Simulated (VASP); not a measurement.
# PmTe (Pm-3m) in VASP: notebook

One crystal, PmTe, is run at these levels: LDA+U, PBEsol+U; tasks: single point.

Program: VASP 6.6.1. These are calculated values, not measurements. Logs are shortened: lines on timing, memory, paths and dates and some standing lists are left out, and cuts for length are marked.

**1. Starting point**

Symmetry: Pm-3m, No. 221, cubic system. The conventional cell has a = 3.763 Å, b = 3.763 Å, c = 3.763 Å, α = 90.00°, β = 90.00°, γ = 90.00°. Pm (site symmetry m-3m) is surrounded by 8 Te at 3.26 Å. Te (site symmetry m-3m) has 8 Pm at 3.26 Å as nearest neighbours.

The cell comes from a database or a generator and needn't be the stable form of this composition.

**2. Single point, LDA+U, collinear spin, random start**

The input, INCAR:

```
SYSTEM = PmTe
  PREC = Accurate
  ENCUT = 520
  EDIFF = 1E-6
  ISMEAR = 0
  SIGMA = 0.05
  LREAL = .False.
  LASPH = .True.
  NELM = 150
  ALGO = Normal
  ISIF = 2
  LWAVE = .False.
  LCHARG = .False.
  ISPIN = 2
  MAGMOM = -3.06 0
  LORBIT = 11
  LMAXMIX = 6
  LDAU = .True.
  LDAUTYPE = 2
  LDAUL = 3 -1
  LDAUU = 2 0
  LDAUJ = 0 0
  LDAUPRINT = 1
  GGA = CA
```

The input, KPOINTS:

```
regular mesh
0
Gamma
  5 5 5
  0 0 0
```

The input, POSCAR:

```
PmTe
1.0
    3.7629149800      0.0000000000      0.0000000000
    0.0000000000      3.7629149800      0.0000000000
    0.0000000000      0.0000000000      3.7629149800
Pm Te
1 1
Direct
    0.0000000000      0.0000000000      0.0000000000
    0.5000000000      0.5000000000      0.5000000000
```

Potentials or basis: VASP PAW PBE potentials, release 64 (Pm, Te).

Run with:

```bash
cat potpaw_PBE.64/Pm/POTCAR potpaw_PBE.64/Te/POTCAR > POTCAR
mpirun -np 1 vasp_std > vasp.out
```

OUTCAR:

```text
SYSTEM = PmTe
   PREC = Accurate
   ENCUT = 520
   EDIFF = 1E-6
   ISMEAR = 0
   LREAL = .False.
   LASPH = .True.
   NELM = 150
   ISIF = 2
   ISPIN = 2
   LORBIT = 11
   GGA = CA

 ion  position               nearest neighbor table
   1  0.000  0.000  0.000-   2 3.26   2 3.26   2 3.26   2 3.26   2 3.26   2 3.26   2 3.26   2 3.26

   2  0.500  0.500  0.500-   1 3.26   1 3.26   1 3.26   1 3.26   1 3.26   1 3.26   1 3.26   1 3.26

  LATTYP: Found a simple cubic cell.
 ALAT       =     3.7629149800

  Lattice vectors:

 A1 = (   3.7629149800,   0.0000000000,   0.0000000000)
 A2 = (   0.0000000000,   3.7629149800,   0.0000000000)
 A3 = (   0.0000000000,   0.0000000000,   3.7629149800)

Analysis of symmetry for initial positions (statically):
=====================================================================
 Subroutine PRICEL returns:
 Original cell was already a primitive cell.

 Routine SETGRP: Setting up the symmetry group for a
 simple cubic supercell.

 Subroutine GETGRP returns: Found 48 space group operations
 (whereof 48 operations were pure point group operations)
 out of a pool of 48 trial point group operations.

The static configuration has the point symmetry O_h .

Analysis of symmetry for dynamics (positions and initial velocities):
=====================================================================
 Subroutine PRICEL returns:
 Original cell was already a primitive cell.

 Routine SETGRP: Setting up the symmetry group for a
 simple cubic supercell.

 Subroutine GETGRP returns: Found 48 space group operations
 (whereof 48 operations were pure point group operations)
 out of a pool of 48 trial point group operations.

The dynamic configuration has the point symmetry O_h .

Analysis of structural, dynamic, and magnetic symmetry:
=====================================================================
 Subroutine PRICEL returns:
 Original cell was already a primitive cell.

 Routine SETGRP: Setting up the symmetry group for a
 simple cubic supercell.

 Subroutine GETGRP returns: Found 48 space group operations
 (whereof 48 operations were pure point group operations)
 out of a pool of 48 trial point group operations.

The overall configuration has the point symmetry O_h .

 Subroutine INISYM returns: Found 48 space group operations
 (whereof 48 operations are pure point group operations),
 and found     1 'primitive' translations

----------------------------------------------------------------------------------------

                                     Primitive cell

  volume of cell :      53.2811

  direct lattice vectors                    reciprocal lattice vectors
     3.762914980  0.000000000  0.000000000     0.265751420  0.000000000  0.000000000
     0.000000000  3.762914980  0.000000000     0.000000000  0.265751420  0.000000000
     0.000000000  0.000000000  3.762914980     0.000000000  0.000000000  0.265751420

  length of vectors
     3.762914980  3.762914980  3.762914980     0.265751420  0.265751420  0.265751420
[... 121 lines left out ...]
 -0.0000  0.0000  0.0000  0.0000 -0.0002 -0.0000  0.0020

spin component  2

  0.7895  0.0000  0.1825  0.0000  0.0000 -0.0000 -0.0000
  0.0000  0.0349 -0.0000  0.0000 -0.0000 -0.0000 -0.0000
  0.1825 -0.0000  0.6953  0.0000  0.0000 -0.0000 -0.0000
  0.0000  0.0000  0.0000  0.9309 -0.0000 -0.0000  0.0000
  0.0000 -0.0000  0.0000 -0.0000  0.6953 -0.0000 -0.1825
 -0.0000 -0.0000 -0.0000 -0.0000 -0.0000  0.5539 -0.0000
 -0.0000 -0.0000 -0.0000  0.0000 -0.1825 -0.0000  0.7895

 occupancies and eigenvectors

  o =  0.0017  v = -0.6124  0.0000  0.7906 -0.0000 -0.0001  0.0001 -0.0001  0.0000  0.0000  0.0000  0.0000  0.0000  0.0000  0.0000      0.0000  0.0000  0.0000  0.0000  0.0000  0.0000  0.0000  0.0000  0.0000  0.0000  0.0000  0.0000  0.0000  0.0000
  o =  0.0017  v = -0.0001  0.0000  0.0001 -0.0000  0.7906 -0.0018  0.6124  0.0000  0.0000  0.0000  0.0000  0.0000  0.0000  0.0000      0.0000  0.0000  0.0000  0.0000  0.0000  0.0000  0.0000  0.0000  0.0000  0.0000  0.0000  0.0000  0.0000  0.0000
  o =  0.0017  v =  0.0001 -0.0000 -0.0001 -0.0000  0.0015  1.0000  0.0011  0.0000  0.0000  0.0000  0.0000  0.0000  0.0000  0.0000      0.0000  0.0000  0.0000  0.0000  0.0000  0.0000  0.0000  0.0000  0.0000  0.0000  0.0000  0.0000  0.0000  0.0000
  o =  0.0022  v = -0.0004  0.0000 -0.0003  1.0000  0.0014  0.0000 -0.0018  0.0000  0.0000  0.0000  0.0000  0.0000  0.0000  0.0000      0.0000  0.0000  0.0000  0.0000  0.0000  0.0000  0.0000  0.0000  0.0000  0.0000  0.0000  0.0000  0.0000  0.0000
  o =  0.0022  v =  0.7906 -0.0000  0.6124  0.0005  0.0015  0.0000 -0.0019  0.0000  0.0000  0.0000  0.0000  0.0000  0.0000  0.0000      0.0000  0.0000  0.0000  0.0000  0.0000  0.0000  0.0000  0.0000  0.0000  0.0000  0.0000  0.0000  0.0000  0.0000
  o =  0.0022  v = -0.0019  0.0000 -0.0015 -0.0022  0.6124  0.0000 -0.7906  0.0000  0.0000  0.0000  0.0000  0.0000  0.0000  0.0000      0.0000  0.0000  0.0000  0.0000  0.0000  0.0000  0.0000  0.0000  0.0000  0.0000  0.0000  0.0000  0.0000  0.0000
  o =  0.0125  v =  0.0000  1.0000 -0.0000 -0.0000 -0.0000  0.0000 -0.0000  0.0000  0.0000  0.0000  0.0000  0.0000  0.0000  0.0000      0.0000  0.0000  0.0000  0.0000  0.0000  0.0000  0.0000  0.0000  0.0000  0.0000  0.0000  0.0000  0.0000  0.0000
  o =  0.0349  v =  0.0000  0.0000  0.0000  0.0000  0.0000  0.0000  0.0000  0.0000 -1.0000 -0.0000  0.0000 -0.0000  0.0000 -0.0000      0.0000  0.0000  0.0000  0.0000  0.0000  0.0000  0.0000  0.0000  0.0000  0.0000  0.0000  0.0000  0.0000  0.0000
  o =  0.5539  v =  0.0000  0.0000  0.0000  0.0000  0.0000  0.0000  0.0000  0.0000  0.0000 -0.0000  0.0000 -0.6490  0.5710 -0.5027      0.0000  0.0000  0.0000  0.0000  0.0000  0.0000  0.0000  0.0000  0.0000  0.0000  0.0000  0.0000  0.0000  0.0000
  o =  0.5539  v =  0.0000  0.0000  0.0000  0.0000  0.0000  0.0000  0.0000  0.6124  0.0000 -0.7906 -0.0000 -0.0012 -0.0022 -0.0009      0.0000  0.0000  0.0000  0.0000  0.0000  0.0000  0.0000  0.0000  0.0000  0.0000  0.0000  0.0000  0.0000  0.0000
  o =  0.5539  v =  0.0000  0.0000  0.0000  0.0000  0.0000  0.0000  0.0000  0.0017  0.0000 -0.0021  0.0000  0.4514  0.8209  0.3497      0.0000  0.0000  0.0000  0.0000  0.0000  0.0000  0.0000  0.0000  0.0000  0.0000  0.0000  0.0000  0.0000  0.0000
  o =  0.9309  v =  0.0000  0.0000  0.0000  0.0000  0.0000  0.0000  0.0000 -0.0007 -0.0000 -0.0006 -0.8571  0.3154  0.0000 -0.4072      0.0000  0.0000  0.0000  0.0000  0.0000  0.0000  0.0000  0.0000  0.0000  0.0000  0.0000  0.0000  0.0000  0.0000
  o =  0.9309  v =  0.0000  0.0000  0.0000  0.0000  0.0000  0.0000  0.0000  0.7905 -0.0000  0.6123  0.0077  0.0090  0.0000 -0.0116      0.0000  0.0000  0.0000  0.0000  0.0000  0.0000  0.0000  0.0000  0.0000  0.0000  0.0000  0.0000  0.0000  0.0000
  o =  0.9309  v =  0.0000  0.0000  0.0000  0.0000  0.0000  0.0000  0.0000  0.0131 -0.0000  0.0101 -0.5150 -0.5248 -0.0000  0.6775      0.0000  0.0000  0.0000  0.0000  0.0000  0.0000  0.0000  0.0000  0.0000  0.0000  0.0000  0.0000  0.0000  0.0000

 number of electron      21.0000012 magnetization      -4.8718310

 Free energy of the ion-electron system (eV)
  ---------------------------------------------------
  ext. energy  EPLUGINS =         0.00000000
  ---------------------------------------------------
  free energy    TOTEN  =       -13.40833446 eV

  energy without entropy =      -13.38571933  energy(sigma->0) =      -13.39702690

 E-fermi :   8.5272     XC(G=0): -10.8345

 val. band max:        8.5226465917   @ k =   0.4000   0.2000   0.2000
 cond. band min:       8.5293277768   @ k =   0.4000   0.2000   0.2000
 fundamental gap:      0.0066811851
 Fermi energy:         8.5271823359

 spin component 1

 k-point     1 :       0.0000    0.0000    0.0000
  band No.  band energies     occupation
      1     -27.9152      1.00000
      2      -8.8439      1.00000
      3      -8.8439      1.00000
      4      -8.8439      1.00000
      5      -4.0147      1.00000
      6       7.5114      1.00000
[... 166 lines left out ...]
      2      -9.2165      1.00000
      3      -9.1904      1.00000
      4      -9.1904      1.00000
      5      -2.1657      1.00000
      6       3.8627      1.00000
[... 8 lines left out ...]
     15      12.5040      0.00000
     16      12.8878      0.00000
 Fermi energy:         8.5271823359

 spin component 2

 k-point     1 :       0.0000    0.0000    0.0000
  band No.  band energies     occupation
      1     -29.8630      1.00000
      2     -10.3356      1.00000
      3     -10.3356      1.00000
      4     -10.3356      1.00000
      5      -4.0716      1.00000
      6       6.9409      1.00000
[... 167 lines left out ...]
      3     -10.6469      1.00000
      4     -10.6469      1.00000
      5      -2.1616      1.00000
      6       3.7094      1.00000
[... 8 lines left out ...]
     15       9.5530      0.00000
     16      10.8504      0.00000

------------------------ aborting loop because EDIFF is reached ----------------------------------------

  FORCE on cell =-STRESS in cart. coord.  units (eV):
  Direction    XX          YY          ZZ          XY          YZ          ZX
  --------------------------------------------------------------------------------------
  -------------------------------------------------------------------------------------
  Total        1.0911685      1.0911685      1.0911685     -0.0000000     -0.0000000     -0.0000000
  in kB       32.8117339     32.8117339     32.8117339     -0.0000000     -0.0000000     -0.0000000
  external PRESSURE =      32.8117339 kB  Pullay stress =       0.0000000 kB

 VOLUME and BASIS-vectors are now :
 -----------------------------------------------------------------------------
  energy-cutoff  :      520.00
  volume of cell :       53.28
      direct lattice vectors                 reciprocal lattice vectors
     3.762914980  0.000000000  0.000000000     0.265751420  0.000000000  0.000000000
     0.000000000  3.762914980  0.000000000     0.000000000  0.265751420  0.000000000
     0.000000000  0.000000000  3.762914980     0.000000000  0.000000000  0.265751420

 POSITION                                       TOTAL-FORCE (eV/Angst)
 -----------------------------------------------------------------------------------
      0.00000      0.00000      0.00000         0.000000      0.000000      0.000000
      1.88146      1.88146      1.88146         0.000000      0.000000      0.000000
 -----------------------------------------------------------------------------------
    total drift:                               -0.000000      0.000000     -0.000000

  FREE ENERGIE OF THE ION-ELECTRON SYSTEM (eV)
  ---------------------------------------------------
  free  energy   TOTEN  =       -13.4083344564 eV

  energy  without entropy=      -13.3857193345  energy(sigma->0) =      -13.39702690

 total charge

# of ion       s       p       d       f       tot
--------------------------------------------------
    1        1.998   5.522   0.447   4.506  12.472
    2        1.354   2.148   0.030   0.000   3.532
--------------------------------------------------
tot          3.351   7.670   0.477   4.506  16.004

 magnetization (x)

# of ion       s       p       d       f       tot
--------------------------------------------------
    1        0.004  -0.011  -0.106  -4.458  -4.572
    2        0.006   0.058  -0.008   0.000   0.055
--------------------------------------------------
tot          0.009   0.047  -0.115  -4.458  -4.517
```

It took 38 s on 1 thread of Intel Xeon Platinum 8375C at 2.90GHz (Ice Lake), shared host; peak memory 0.16 GiB.

Results:

| Item | Value |
| --- | --- |
| Free energy | -13.4083 eV |
| Pressure | 3.3 GPa |
| Band gap on the k mesh | none (metal or under the smearing width) |
| Net moment | -4.87 μB per cell |
| Site moments | Pm -4.57; Te +0.06 μB |
| Valence electrons inside the program's atomic spheres | Pm 12.47; Te 3.53 |

Levels at points of the mesh, in eV from the Fermi level:
Spin up:
```
           k point  band 6  band 7  band 8  band 9  band 10  band 11
(0.00, 0.00, 0.00)   -1.02   -1.02   -1.02   -0.56    -0.56     3.24
```
Spin down:
```tsv
k point	band 10	band 11	band 12	band 13	band 14	band 15	band 16
(0.00, 0.00, 0.00)	-1.14	-0.10	-0.10	-0.10	0.07	0.07	0.07
```

Eigenvalues of the final occupation matrices:
```tsv
site	spin	trace	eigenvalues
site 1 f	1	0.02	0.00 0.00 0.00 0.00 0.00 0.00 0.01
site 1 f	2	4.49	0.03 0.55 0.55 0.55 0.93 0.93 0.93
```

Caveat: the magnetic or orbital state may not be the lowest; the PAW data sets were made with another functional, which shifts forces and pressure a little; spin-orbit coupling is left out, which moves the levels of the heavy elements; the U is typed as a test and isn't derived for this compound.

**3. Single point, LDA+U, collinear spin, ferromagnetic start**

The input, INCAR:

```
PREC = Accurate
ENCUT = 520
EDIFF = 1E-6
ISMEAR = 0
SIGMA = 0.05
LREAL = False
LASPH = True
NELM = 100
ALGO = Normal
ISIF = 2
LWAVE = False
LCHARG = False
ISPIN = 2
MAGMOM = 4 0
LORBIT = 11
NUPDOWN = 1
LMAXMIX = 6
LDAU = True
LDAUTYPE = 2
LDAUL = 3 -1
LDAUU = 2 0
LDAUJ = 0 0
LDAUPRINT = 1
GGA = CA
```

The input, KPOINTS:

```
Automatic mesh
0
Gamma
  5 5 5
```

POSCAR is that of step 2.

Potentials or basis: VASP PAW PBE potentials, release 64 (Pm, Te).

Run with:

```bash
cat potpaw_PBE.64/Pm/POTCAR potpaw_PBE.64/Te/POTCAR > POTCAR
mpirun -np 1 vasp_std > vasp.out
```

Run time: 27 s. Hardware: 1 thread of Intel Xeon Platinum 8375C at 2.90GHz (Ice Lake), shared host; peak memory 0.17 GiB.

Results (log left out):

```
Free energy                                           : -11.4671 eV
Pressure                                              : 1.2 GPa
Net moment                                            : 1.00 μB per cell
Site moments                                          : Pm +1.49; Te -0.05 μB
Valence electrons inside the program's atomic spheres : Pm 12.32; Te 3.50
```

Eigenvalues of the final occupation matrices:
```tsv
site	spin	trace	eigenvalues
site 1 f	1	2.97	0.00 0.00 0.00 0.05 0.97 0.97 0.97
site 1 f	2	1.23	0.02 0.02 0.02 0.06 0.06 0.06 0.97
```

Caveat: the magnetic or orbital state may not be the lowest; the moment is held away from its start; the PAW data sets were made with another functional, which shifts forces and pressure a little; spin-orbit coupling is left out, which moves the levels of the heavy elements; the total moment is fixed, so each spin has its own Fermi level; the U is typed as a test and isn't derived for this compound. The state reached can hang on the start; a lower one may exist.

**4. Single point, PBEsol+U, collinear spin, ferromagnetic start**

The input, INCAR:

```
SYSTEM = PmTe
  ALGO = Normal
  EDIFF = 1E-6
  ENCUT = 520
  GGA = PS
  ISIF = 2
  ISMEAR = 0
  ISPIN = 2
  LASPH = .True.
  LCHARG = .True.
  LDAU = .True.
  LDAUJ = 0 0
  LDAUL = 3 -1
  LDAUPRINT = 1
  LDAUTYPE = 2
  LDAUU = 5 0
  LELF = .True.
  LMAXMIX = 6
  LORBIT = 11
  LREAL = .False.
  LVHAR = .True.
  LWAVE = .False.
  MAGMOM = 4 0
  NBANDS = 22
  NELM = 100
  PREC = Accurate
  SIGMA = 0.05
```

The input, KPOINTS:

```
k-points
0
Gamma
  5 5 5
  0 0 0
```

POSCAR is that of step 3.

Run with:

```bash
cat potpaw_PBE.64/Pm/POTCAR potpaw_PBE.64/Te/POTCAR > POTCAR
mpirun -np 1 vasp_std > vasp.out
```

Wall time 64 s (1 thread of Intel Xeon Platinum 8259CL at 2.50GHz (Skylake/Cascade Lake), shared host); peak memory 0.19 GiB.

It converged, with:

| Quantity | Value |
| --- | --- |
| Free energy | -12.2133 eV |
| Pressure | 5.0 GPa |
| Band gap on the k mesh | none (metal or under the smearing width) |
| Net moment | 4.97 μB per cell |
| Site moments | Pm +4.58; Te -0.08 μB |
| Valence electrons inside the program's atomic spheres | Pm 12.44; Te 3.52 |

Levels at points of the mesh, in eV from the Fermi level:
Spin up:
```tsv
k point	band 11	band 12	band 13	band 14	band 15	band 16
(0.00, 0.00, 0.00)	-1.23	-1.13	-1.13	0.65	0.65	0.65
```
Spin down:
| k point | band 4 | band 5 | band 6 | band 7 | band 8 | band 9 | band 10 | band 11 | band 12 | band 13 |
| --- | --- | --- | --- | --- | --- | --- | --- | --- | --- | --- |
| (0.00, 0.00, 0.00) | -17.33 | -12.36 | -0.83 | -0.83 | -0.83 | -0.22 | -0.22 | 3.61 | 4.62 | 4.62 |

Eigenvalues of the final occupation matrices:
| site | spin | trace | eigenvalues |
| --- | --- | --- | --- |
| site 1 f | 1 | 4.42 | 0.01 0.49 0.49 0.49 0.98 0.98 0.98 |
| site 1 f | 2 | 0.02 | 0.00 0.00 0.00 0.00 0.00 0.00 0.01 |

Caveat: the magnetic or orbital state may not be the lowest; the PAW data sets were made with another functional, which shifts forces and pressure a little; spin-orbit coupling is left out, which moves the levels of the heavy elements; the U is typed as a test and isn't derived for this compound.

**5. Summary**

```tsv
level	spin	U	fixed moment (μB)	gap on the mesh (eV)	pressure (GPa)	moment (μB)
LDA+U	collinear, random start	Pm f U = 2 eV	-	none	3.3	4.87
LDA+U	collinear, ferromagnetic start	Pm f U = 2 eV	1	-	1.2	1.00
PBEsol+U	collinear, ferromagnetic start	Pm f U = 5 eV	-	none	5.0	4.97
```

Alike in all rows: task single point; potentials or basis VASP PAW PBE potentials, release 64 (Pm, Te); cell as given; k mesh 5 × 5 × 5; cutoff (eV) 520; smearing gaussian 0.05 eV.

The pressure there spans 1.2 GPa (LDA+U) to 5.0 GPa (PBEsol+U); a positive pressure means that this level wants a larger cell, a negative one a smaller.

Caveats: the magnetic or orbital state may not be the lowest; the PAW data sets were made with another functional, which shifts forces and pressure a little; spin-orbit coupling is left out, which moves the levels of the heavy elements; the U is typed as a test and isn't derived for this compound; the moment is held away from its start (some runs); the total moment is fixed, so each spin has its own Fermi level (some runs).

Absolute energies hang on the potentials; compare differences alone.
